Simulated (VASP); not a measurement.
Data:

```yaml
crystal:
  lattice:
    - [0.00000, 3.13579, 3.13579]
    - [3.13579, 0.00000, 3.13579]
    - [3.13579, 3.13579, 0.00000]
  atoms:
    - { symbol: Sn, position: [0.00000, 0.00000, 0.00000] }
    - { symbol: Te, position: [0.50000, 0.50000, 0.50000] }
```

Computed with r2SCAN+rVV10, VASP's PBE PAW potentials (set 64) (plane waves; VASP). Run with 520 eV cut-off, 7×7×7 Γ-centred mesh, Gaussian smearing of 0.050 eV, potentials Sn_d Te.

Q: Predict the energy per atom (σ→0), pressure.

A: 
- energy per atom (σ→0): -25.072 eV/atom
- pressure: 15.1 kbar

The compound is SnTe in the rock salt structure, which distorts at low temperature. This cell is one point of a volume scan, at 0.97 of the reference volume.
